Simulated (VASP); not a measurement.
Data:

```
CELL_PARAMETERS angstrom
      2.81056     0.00000     0.00000
      0.00000     2.81056     0.00000
      0.00000     0.00000     2.81056
ATOMIC_POSITIONS crystal
  Se 0.00000 0.00000 0.00000
```

These are LDA (Ceperley-Alder, Perdew-Zunger), VASP's LDA PAW potentials (set 64) (plane waves; VASP 6.6.1) values and carry that method's errors. Numerical set-up: 400 eV cut-off, 12×12×12 Γ-centred mesh, first-order Methfessel-Paxton smearing of 0.10 eV, potentials Se.

Energy and stress use the plane-wave basis of the starting cell.

Q: The ions, cell shape and volume are relaxed. Give the cell that the relaxation ends in.

A: 
```
CELL_PARAMETERS angstrom
      2.77233     0.00000     0.00000
      0.00000     2.77233     0.00000
      0.00000     0.00000     2.77233
ATOMIC_POSITIONS crystal
  Se 0.00000 0.00000 0.00000
```
Space group Pm-3m (221), at a tolerance of 0.03 Å.

Q: How do energy and volume change from the first to the last step?

A: The energy (σ→0) changes by -9.5 meV/atom and the volume by -4.0 %, in 3 ionic steps.

The structure comes from a computed database's Se entry (Pm-3m); how it stands against other phases isn't given here. This run relaxes it. Symmetry was kept, so distortions that lower it aren't found.
